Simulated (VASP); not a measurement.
# Zn4Te3O (P-43m) in VASP: further runs

The runs below take Zn4Te3O through relaxation of cell and atoms, single point, with PBE, r2SCAN.

All numbers are computed with VASP 6.6.1; they aren't measurements. Logs are shortened: lines on timing, memory, paths and dates and some standing lists are left out, and cuts for length are marked.

## 1. Starting point

The structure is cubic, space group P-43m (No. 215). Conventional cell: a = 6.600 Å, b = 6.600 Å, c = 6.600 Å, α = 90.00°, β = 90.00°, γ = 90.00°. Zn (site symmetry 3m) is surrounded by 1 O at 1.99 Å. Te (site symmetry -42m) is surrounded by 4 Zn at 2.70 Å. O (site symmetry -43m) is surrounded by 4 Zn at 1.99 Å.

The cell was built by a generator and needn't be a form met in nature.

## 2. Relaxation of cell and atoms, PBE

INCAR

```
SYSTEM = Zn4Te3O
PREC     = Accurate       ! precision mode
ENCUT    = 520            ! plane-wave cutoff, eV
EDIFF    = 1E-6           ! SCF threshold, eV
ISMEAR   = 0              ! smearing method
SIGMA    = 0.03           ! smearing width, eV
LREAL    = .False.        ! projectors in reciprocal space
LASPH    = .True.         ! aspherical terms in the spheres
NELM     = 120            ! most SCF steps
ALGO     = Normal         ! electronic algorithm
ISIF     = 3              ! what is computed and relaxed
LWAVE    = .False.        ! write WAVECAR
LCHARG   = .False.        ! write CHGCAR
GGA      = PE             ! functional
IBRION   = 2              ! ionic algorithm
NSW      = 90             ! ionic steps
EDIFFG   = -0.01          ! ionic threshold
KPAR     = 4
```

KPOINTS

```
Automatic mesh
0
Gamma
  4 4 4
  0 0 0
```

POSCAR

```
Zn4Te3O
1.0
    6.6000000000      0.0000000000      0.0000000000
    0.0000000000      6.6000000000      0.0000000000
    0.0000000000      0.0000000000      6.6000000000
Zn Te O
4 3 1
Direct
    0.1738383800      0.8261616200      0.8261616200
    0.1738383800      0.1738383800      0.1738383800
    0.8261616200      0.1738383800      0.8261616200
    0.8261616200      0.8261616200      0.1738383800
    0.0000000000      0.5000000000      0.0000000000
    0.5000000000      0.0000000000      0.0000000000
    0.0000000000      0.0000000000      0.5000000000
    0.0000000000      0.0000000000      0.0000000000
```

Potentials or basis: VASP PAW PBE potentials, release 64 (Zn, Te, O).

Started as:

```sh
> cat potpaw_PBE.64/Zn/POTCAR potpaw_PBE.64/Te/POTCAR potpaw_PBE.64/O/POTCAR > POTCAR
> mpirun -np 4 vasp_std > vasp.out
```

OUTCAR:

```text
SYSTEM = Zn4Te3O
   PREC = Accurate
   ENCUT = 520
   EDIFF = 1E-6
   ISMEAR = 0
   LREAL = .False.
   LASPH = .True.
   NELM = 120
   ISIF = 3
   GGA = PE
   IBRION = 2
   NSW = 90
   EDIFFG = -0.01

 ion  position               nearest neighbor table
   1  0.174  0.826  0.826-   8 1.99   6 2.70   7 2.70   5 2.70
   2  0.174  0.174  0.174-   8 1.99   6 2.70   7 2.70   5 2.70
   3  0.826  0.174  0.826-   8 1.99   6 2.70   7 2.70   5 2.70
   4  0.826  0.826  0.174-   8 1.99   6 2.70   7 2.70   5 2.70
   5  0.000  0.500  0.000-   1 2.70   2 2.70   3 2.70   4 2.70
   6  0.500  0.000  0.000-   1 2.70   2 2.70   3 2.70   4 2.70
   7  0.000  0.000  0.500-   1 2.70   2 2.70   3 2.70   4 2.70
   8  0.000  0.000  0.000-   1 1.99   2 1.99   3 1.99   4 1.99

  LATTYP: Found a simple cubic cell.
 ALAT       =     6.6000000000

  Lattice vectors:

 A1 = (   6.6000000000,   0.0000000000,   0.0000000000)
 A2 = (   0.0000000000,   6.6000000000,   0.0000000000)
 A3 = (   0.0000000000,   0.0000000000,   6.6000000000)

Analysis of symmetry for initial positions (statically):
=====================================================================
 Subroutine PRICEL returns:
 Original cell was already a primitive cell.

 Routine SETGRP: Setting up the symmetry group for a
 simple cubic supercell.

 Subroutine GETGRP returns: Found 24 space group operations
 (whereof 24 operations were pure point group operations)
 out of a pool of 48 trial point group operations.

The static configuration has the point symmetry T_d .

Analysis of symmetry for dynamics (positions and initial velocities):
=====================================================================
 Subroutine PRICEL returns:
 Original cell was already a primitive cell.

 Routine SETGRP: Setting up the symmetry group for a
 simple cubic supercell.

 Subroutine GETGRP returns: Found 24 space group operations
 (whereof 24 operations were pure point group operations)
 out of a pool of 48 trial point group operations.

The dynamic configuration has the point symmetry T_d .

 Subroutine INISYM returns: Found 24 space group operations
 (whereof 24 operations are pure point group operations),
 and found     1 'primitive' translations

----------------------------------------------------------------------------------------

                                     Primitive cell

  volume of cell :     287.4960

  direct lattice vectors                    reciprocal lattice vectors
     6.600000000  0.000000000  0.000000000     0.151515152  0.000000000  0.000000000
     0.000000000  6.600000000  0.000000000     0.000000000  0.151515152  0.000000000
     0.000000000  0.000000000  6.600000000     0.000000000  0.000000000  0.151515152

  length of vectors
     6.600000000  6.600000000  6.600000000     0.151515152  0.151515152  0.151515152

  position of ions in fractional coordinates (direct lattice)
     0.173838380  0.826161620  0.826161620
     0.173838380  0.173838380  0.173838380
     0.826161620  0.173838380  0.826161620
     0.826161620  0.826161620  0.173838380
     0.000000000  0.500000000  0.000000000
     0.500000000  0.000000000  0.000000000
     0.000000000  0.000000000  0.500000000
     0.000000000  0.000000000  0.000000000

  ion indices of the primitive-cell ions
   primitive index   ion index
                 1           1
                 2           2
                 3           3
                 4           4
                 5           5
                 6           6
                 7           7
                 8           8

----------------------------------------------------------------------------------------

 KPOINTS: Automatic mesh

Automatic generation of k-mesh.
 Grid dimensions read from file:
 generate k-points for:    4    4    4

 Generating k-lattice:

  Cartesian coordinates                     Fractional coordinates (reciprocal lattice)
     0.037878788  0.000000000  0.000000000     0.250000000  0.000000000  0.000000000
     0.000000000  0.037878788  0.000000000     0.000000000  0.250000000  0.000000000
     0.000000000  0.000000000  0.037878788     0.000000000  0.000000000  0.250000000

  Length of vectors
     0.037878788  0.037878788  0.037878788

  Shift w.r.t. Gamma in fractional coordinates (k-lattice)
     0.000000000  0.000000000  0.000000000

 Subroutine IBZKPT returns following result:
 ===========================================

 Found     10 irreducible k-points:

 Following reciprocal coordinates:
            Coordinates               Weight
  0.000000  0.000000  0.000000      1.000000
  0.250000  0.000000  0.000000      6.000000
  0.500000  0.000000  0.000000      3.000000
  0.250000  0.250000  0.000000     12.000000
  0.500000  0.250000  0.000000     12.000000
  0.500000  0.500000  0.000000      3.000000
  0.250000  0.250000  0.250000      8.000000
  0.500000  0.250000  0.250000     12.000000
  0.500000  0.500000  0.250000      6.000000
  0.500000  0.500000  0.500000      1.000000
   k-points           NKPTS =     10   k-points in BZ     NKDIM =     10   number of bands    NBANDS=     43
   number of dos      NEDOS =    301   number of ions     NIONS =      8
   total plane-waves  NPLWV = 125000
   dimension x,y,z NGX =    50 NGY =   50 NGZ =   50
   dimension x,y,z NGXF=   100 NGYF=  100 NGZF=  100
   ions per type =               4   3   1
   NGX,Y,Z   is equivalent  to a cutoff of  12.59, 12.59, 12.59 a.u.
   NGXF,Y,Z  is equivalent  to a cutoff of  25.19, 25.19, 25.19 a.u.
 SYSTEM =  Zn4Te3O
   PREC   = accura    normal or accurate (medium, high low for compatibility)
   ISTART =      0    job   : 0-new  1-cont  2-samecut
   ICHARG =      2    charge: 1-file 2-atom 10-const
   ISPIN  =      1    spin polarized calculation?
   LNONCOLLINEAR =      F non collinear calculations
   LSORBIT =      F    spin-orbit coupling
   LASPH  =      T    aspherical Exc in radial PAW
   ENCUT  =  520.0 eV  38.22 Ry    6.18 a.u.  12.27 12.27 12.27*2*pi/ulx,y,z
   NELM   =    120;   NELMIN=  2; NELMDL= -5     # of ELM steps
   EDIFF  = 0.1E-05   stopping-criterion for ELM
   LREAL  =      F    real-space projection
   EDIFFG = -.1E-01   stopping-criterion for IOM
   NSW    =     90    number of steps for IOM
   IBRION =      2    ionic relax: 0-MD 1-quasi-New 2-CG
   NFREE  =      1    steps in history (QN), initial steepest desc. (CG)
   ISIF   =      3    stress and relaxation
   ISYM   =      2    0-nonsym 1-usesym 2-fastsym
   POTIM  = 0.5000    time-step for ionic-motion
   TEBEG  =    0.0;   TEEND  =   0.0 temperature during run
   PSTRESS=    0.0 pullay stress
   NELECT =      72.0000    total number of electrons
   NUPDOWN=      -1.0000    fix difference up-down
   EMIN   =  10.00;   EMAX   =-10.00  energy-range for DOS
   EFERMI =   0.00;   METHOD = LEGACY
   ISMEAR =     0;   SIGMA  =   0.03  broadening in eV -4-tet -1-fermi 0-gaus
   EFERMI_NEDOS =   21; number of points for ismear=-14 and -15
   IALGO  =     38    algorithm
   IMIX   =      4    mixing-type and parameters
     AMIX     =   0.40;   BMIX     =  1.00
     AMIX_MAG =   1.60;   BMIX_MAG =  1.00
  volume/ion in A,a.u.               =      35.94       242.51
  Fermi-wavevector in a.u.,A,eV,Ry     =   1.031910  1.950027 14.487998  1.064838
  Thomas-Fermi vector in A             =   2.166081
   LORBIT       =      0    0 simple, 1 ext, 2 COOP (PROOUT), +10 PAW based schemes
   GGA     = PE    functional components
   LHFCALC =     F    Hartree Fock is set to
   AEXX    =    0.0000 exact exchange contribution
   IVDW    =     0    specifies the selected vdW correction
   LEPSILON=     F    determine dielectric tensor
   LRPA    =     F    only Hartree local field effects (RPA)
 conjugate gradient relaxation of ions
 non-spin polarized calculation
 Gauss-broadening in eV      SIGMA  =   0.03
  energy-cutoff  :      520.00
  volume of cell :      287.50
 maximum number of plane-waves:      7809
 NGX is ok and might be reduce to    50
   NGX = 25   NGY = 25   NGZ = 25

--------------------------------------- Ionic step        1  -------------------------------------------

 number of electron      71.9999969 magnetization

 Free energy of the ion-electron system (eV)
  ---------------------------------------------------
  ext. energy  EPLUGINS =         0.00000000
  ---------------------------------------------------
  free energy    TOTEN  =       -22.56135549 eV

  energy without entropy =      -22.56135549  energy(sigma->0) =      -22.56135549

------------------------ aborting loop because EDIFF is reached ----------------------------------------

  FORCE on cell =-STRESS in cart. coord.  units (eV):
  Direction    XX          YY          ZZ          XY          YZ          ZX
  --------------------------------------------------------------------------------------
  -------------------------------------------------------------------------------------
  Total        0.8913377      0.8913377      0.8913377     -0.0000000     -0.0000000      0.0000000
  in kB        4.9673073      4.9673073      4.9673073     -0.0000000     -0.0000000      0.0000000
  external PRESSURE =       4.9673073 kB  Pullay stress =       0.0000000 kB
[... 195 lines left out ...]
  energy  without entropy=      -22.5671103898  energy(sigma->0) =      -22.56711039

--------------------------------------- Ionic step        6  -------------------------------------------

 number of electron      71.9999951 magnetization

 Free energy of the ion-electron system (eV)
  ---------------------------------------------------
  ext. energy  EPLUGINS =         0.00000000
  ---------------------------------------------------
  free energy    TOTEN  =       -22.56720345 eV

  energy without entropy =      -22.56720345  energy(sigma->0) =      -22.56720345

 E-fermi :   0.0885     XC(G=0):  -7.0043

 val. band max:       -0.0940941645   @ k =   0.0000   0.0000   0.0000
 cond. band min:       1.0766769860   @ k =   0.0000   0.0000   0.0000
 fundamental gap:      1.1707711504
 Fermi energy:         0.0885174422

 k-point     1 :       0.0000    0.0000    0.0000
  band No.  band energies     occupation
      1     -17.5708      2.00000
      2     -10.5171      2.00000
      3     -10.0202      2.00000
      4     -10.0202      2.00000
      5      -6.6025      2.00000
      6      -6.6025      2.00000
[... 484 lines left out ...]
  FREE ENERGIE OF THE ION-ELECTRON SYSTEM (eV)
  ---------------------------------------------------
  free  energy   TOTEN  =       -22.5672034547 eV

  energy  without entropy=      -22.5672034547  energy(sigma->0) =      -22.56720345

 reached required accuracy - stopping structural energy minimisation
```

Run time: 4.1 min. Hardware: 4 MPI ranks of Intel Xeon Platinum 8488C (Sapphire Rapids), shared host; peak memory 0.43 GiB.

What came out:

| Quantity | Value |
| --- | --- |
| Free energy | -22.5672 eV |
| Relaxed volume | 36.42 Å³/atom |
| Relaxed cell | a = 6.630 Å, b = 6.630 Å, c = 6.630 Å, α = 90.00°, β = 90.00°, γ = 90.00° |
| Space group after relaxing (to 0.05 Å) | P-43m (No. 215) |
| Energy gained by relaxing | 0.7 meV/atom |
| Ionic steps | 6 |
| Pressure after relaxing | 0.0 GPa |
| Largest force after relaxing | 0.007 eV/Å |
| Band gap on the k mesh | 1.17 eV, direct |

Forces on the atoms (eV/Å):
```
Zn   0.004 -0.004 -0.004
Zn   0.004  0.004  0.004
Zn  -0.004  0.004 -0.004
Zn  -0.004 -0.004  0.004
Te   0.000  0.000  0.000
Te   0.000  0.000  0.000
Te   0.000  0.000  0.000
O    0.000  0.000  0.000
```

Step by step:
```csv
step,energy change (eV),largest force (eV/Å),pressure (GPa),volume (Å³)
1,0.0000,0.1000,0.50,287.50
2,-0.0047,0.0778,-0.14,292.16
3,-0.0056,0.0271,0.01,290.78
4,-0.0056,0.0246,0.03,290.71
5,-0.0058,0.0152,0.03,290.91
6,-0.0058,0.0068,0.01,291.39
```

Final structure:
```cif
data_structure
_symmetry_space_group_name_H-M 'P 1'
_symmetry_Int_Tables_number 1
_cell_length_a 6.6297
_cell_length_b 6.6297
_cell_length_c 6.6297
_cell_angle_alpha 90.000
_cell_angle_beta 90.000
_cell_angle_gamma 90.000
_cell_volume 291.39
loop_
_atom_site_label
_atom_site_type_symbol
_atom_site_fract_x
_atom_site_fract_y
_atom_site_fract_z
_atom_site_occupancy
Zn1 Zn 0.17379 0.82621 0.82621 1
Zn2 Zn 0.17379 0.17379 0.17379 1
Zn3 Zn 0.82621 0.17379 0.82621 1
Zn4 Zn 0.82621 0.82621 0.17379 1
Te1 Te 0.00000 0.50000 0.00000 1
Te2 Te 0.50000 0.00000 0.00000 1
Te3 Te 0.00000 0.00000 0.50000 1
O1 O 0.00000 0.00000 0.00000 1
```

Caveat: spin-orbit coupling is left out, which moves the levels of the heavy elements.

## 3. Relaxation of cell and atoms, PBE

This run uses another cell than the first one, of 36.42 Å³/atom, 1.014 times its volume.

INCAR, as its differences from that of step 2:

```diff
@@ -3,3 +3,3 @@
 ENCUT    = 520            ! plane-wave cutoff, eV
-EDIFF    = 1E-6           ! SCF threshold, eV
+EDIFF    = 1E-7           ! SCF threshold, eV
 ISMEAR   = 0              ! smearing method
@@ -15,4 +15,5 @@
 IBRION   = 2              ! ionic algorithm
-NSW      = 90             ! ionic steps
-EDIFFG   = -0.01          ! ionic threshold
+NSW      = 60             ! ionic steps
+EDIFFG   = -0.005         ! ionic threshold
+POTIM    = 0.3            ! step
 KPAR     = 4
```

KPOINTS is that of step 2.

POSCAR

```
Zn4Te3O                                 
1.0
    6.6296634460     -0.0000000000     -0.0000000000
   -0.0000000000      6.6296634460      0.0000000000
    0.0000000000     -0.0000000000      6.6296634460
  Zn              Te              O             
     4     3     1
Direct
     0.1737892257651776    0.8262107742348224    0.8262107742348224
     0.1737892257651776    0.1737892257651776    0.1737892257651776
     0.8262107742348224    0.1737892257651776    0.8262107742348224
     0.8262107742348224    0.8262107742348224    0.1737892257651776
     0.0000000000000000    0.5000000000000000    0.0000000000000000
     0.5000000000000000    0.0000000000000000    0.0000000000000000
     0.0000000000000000    0.0000000000000000    0.5000000000000000
     0.0000000000000000    0.0000000000000000    0.0000000000000000
```

Potentials or basis: VASP PAW PBE potentials, release 64 (Zn, Te, O).

Started as:

```sh
> cat potpaw_PBE.64/Zn/POTCAR potpaw_PBE.64/Te/POTCAR potpaw_PBE.64/O/POTCAR > POTCAR
> mpirun -np 4 vasp_std > vasp.out
```

Wall time 1.7 min (4 MPI ranks of Intel Xeon Platinum 8488C (Sapphire Rapids), shared host); peak memory 0.42 GiB.

The run converged. Its results:

* Free energy: -22.5676 eV
* Relaxed volume: 36.43 Å³/atom
* Relaxed cell: a = 6.630 Å, b = 6.630 Å, c = 6.630 Å, α = 90.00°, β = 90.00°, γ = 90.00°
* Space group after relaxing (to 0.05 Å): P-43m (No. 215)
* Energy gained by relaxing: 0.0 meV/atom
* Ionic steps: 2
* Pressure after relaxing: 0.0 GPa
* Band gap on the k mesh: 1.17 eV, direct

Forces on the atoms (eV/Å):
```
Zn   0.002 -0.002 -0.002
Zn   0.002  0.002  0.002
Zn  -0.002  0.002 -0.002
Zn  -0.002 -0.002  0.002
Te   0.000  0.000  0.000
Te   0.000  0.000  0.000
Te   0.000  0.000  0.000
O    0.000  0.000  0.000
```

Final structure:
```xyz
8
Lattice="6.6301 0.0000 0.0000 0.0000 6.6301 0.0000 0.0000 0.0000 6.6301" Properties=species:S:1:pos:R:3 pbc="T T T"
Zn    1.1524    5.4778    5.4778
Zn    1.1524    1.1524    1.1524
Zn    5.4778    1.1524    5.4778
Zn    5.4778    5.4778    1.1524
Te    0.0000    3.3151    6.6301
Te    3.3151    0.0000    6.6301
Te    0.0000    0.0000    3.3151
O     0.0000    0.0000    0.0000
```

Levels at points of the mesh, in eV from the valence-band top:
```tsv
k point	band 33	band 34	band 35	band 36	band 37	band 38	band 39	band 40
(0.00, 0.00, 0.00)	-1.05	0.00	0.00	0.00	1.17	2.43	2.43	2.43
(0.50, 0.00, 0.00)	-0.97	-0.97	-0.10	-0.10	2.45	2.52	3.75	3.75
(0.50, 0.50, 0.00)	-1.02	-1.02	-0.30	-0.13	3.16	3.16	3.19	3.73
(0.50, 0.50, 0.50)	-1.45	-0.13	-0.13	-0.13	2.66	2.67	2.67	2.67
```

Caveat: spin-orbit coupling is left out, which moves the levels of the heavy elements. A hybrid or GW would open this gap; PBE tends to underestimate it.

## 4. Single point, r2SCAN

This run uses another cell than the first one, of 36.43 Å³/atom, 1.014 times its volume.

INCAR

```
SYSTEM = Zn4Te3O
PREC     = Accurate       ! precision mode
ENCUT    = 520            ! plane-wave cutoff, eV
EDIFF    = 1E-6           ! SCF threshold, eV
ISMEAR   = 0              ! smearing method
SIGMA    = 0.03           ! smearing width, eV
LREAL    = .False.        ! projectors in reciprocal space
LASPH    = .True.         ! aspherical terms in the spheres
NELM     = 150            ! most SCF steps
ALGO     = Normal         ! electronic algorithm
ISIF     = 2              ! what is computed and relaxed
LWAVE    = .False.        ! write WAVECAR
LCHARG   = .False.        ! write CHGCAR
METAGGA  = R2SCAN         ! meta-GGA
LMIXTAU  = .True.       
NBANDS   = 46             ! bands
KPAR     = 4
```

KPOINTS is that of step 3.

POSCAR

```
Zn4Te3O                                 
1.0
    6.6301406853      0.0000000000     -0.0000000000
    0.0000000000      6.6301406853      0.0000000000
   -0.0000000000      0.0000000000      6.6301406853
  Zn              Te              O             
     4     3     1
Direct
     0.1738064700774955    0.8261935299225045    0.8261935299225045
     0.1738064700774955    0.1738064700774955    0.1738064700774955
     0.8261935299225045    0.1738064700774955    0.8261935299225045
     0.8261935299225045    0.8261935299225045    0.1738064700774955
     0.0000000000000000    0.5000000000000000    1.0000000000000000
     0.5000000000000000    0.0000000000000000    1.0000000000000000
     0.0000000000000000    0.0000000000000000    0.5000000000000000
     0.0000000000000000    0.0000000000000000    0.0000000000000000
```

Started as:

```sh
> cat potpaw_PBE.64/Zn/POTCAR potpaw_PBE.64/Te/POTCAR potpaw_PBE.64/O/POTCAR > POTCAR
> mpirun -np 4 vasp_std > vasp.out
```

It took 3.6 min on 4 MPI ranks of Intel Xeon Platinum 8488C (Sapphire Rapids), shared host; peak memory 0.47 GiB.

Results (log left out):

```yaml
Free_energy: -122.1699 eV
Pressure: -1.6 GPa
Largest_force: 0.320 eV/Å
Band_gap_on_the_k_mesh: 1.65 eV, direct
```

Forces in eV/Å, atoms in the order of the input:
```
Zn  -0.185  0.185  0.185
Zn  -0.185 -0.185 -0.185
Zn   0.185 -0.185  0.185
Zn   0.185  0.185 -0.185
Te   0.000  0.000  0.000
Te   0.000  0.000  0.000
Te   0.000  0.000  0.000
O    0.000  0.000  0.000
```

Levels at points of the mesh, in eV from the valence-band top:
```
           k point  band 34  band 35  band 36  band 37  band 38  band 39
(0.00, 0.00, 0.00)     0.00     0.00     0.00     1.65     2.75     2.75
(0.50, 0.00, 0.00)    -1.01    -0.11    -0.11     2.85     2.88     4.12
(0.50, 0.50, 0.00)    -1.06    -0.30    -0.15     3.54     3.55     3.55
(0.50, 0.50, 0.50)    -0.15    -0.15    -0.15     2.91     3.06     3.06
```

Caveat: the PAW data sets were made with another functional, which shifts forces and pressure a little; spin-orbit coupling is left out, which moves the levels of the heavy elements.
